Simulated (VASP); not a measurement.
Input:

```
MnV3
1.0
    0.00000     3.13475     3.13475
    3.13475     0.00000     3.13475
    3.13475     3.13475     0.00000
Mn V
1 3
Cartesian
  0.00000   0.00000   0.00000
  3.13475   3.13475   3.13475
  1.56738   1.56738   1.56738
  4.70213   4.70213   4.70213
```
Starting moments (μB, in the order of the record's atoms Mn V V V): 4.0 2.0 2.0 2.0.

Method: PBEsol GGA, VASP's PBE PAW potentials (set 64) (plane waves; VASP). Settings: 300 eV cut-off, 5×5×5 Γ-centred mesh, Fermi-Dirac smearing of 0.10 eV, potentials Mn_pv V_sv.

At this cut-off the stress carries a Pulay error, which pulls relaxed volumes low. Energy and stress use the plane-wave basis of the starting cell. The moments were started parallel, and other spin orders were not tried in this run.

The ions, cell shape and volume are relaxed. Give the cell that the relaxation ends in.

```
MnV3
1.0
    0.00000     2.89021     2.89021
    2.89021     0.00000     2.89021
    2.89021     2.89021     0.00000
Mn V
1 3
Cartesian
  0.00000   0.00000   0.00000
  2.89021   2.89021   2.89021
  1.44510   1.44510   1.44510
  4.33531   4.33531   4.33531
```
Space group Fm-3m (225), at a tolerance of 0.03 Å. The cell ends with 0.00 μB, on the sites 0.00 0.00 0.00 0.00 μB.

How do energy and volume change from the first to the last step?

The energy (σ→0) changes by -430.8 meV/atom and the volume by -21.6 %, in 7 ionic steps.

The structure was generated: MnV3 was put into an ordered model structure, which need not be its known phase. This run relaxes it. Symmetry was kept, so distortions that lower it aren't found. The k-mesh is coarse (spacing up to 0.38 per Å, 2π included), so the numbers may not be converged in it. The run is one of a series of settings (EDIFFG = -0.01, IBRION = 2, ISIF = 3, NSW = 50 against the base run), some of them coarse on purpose.
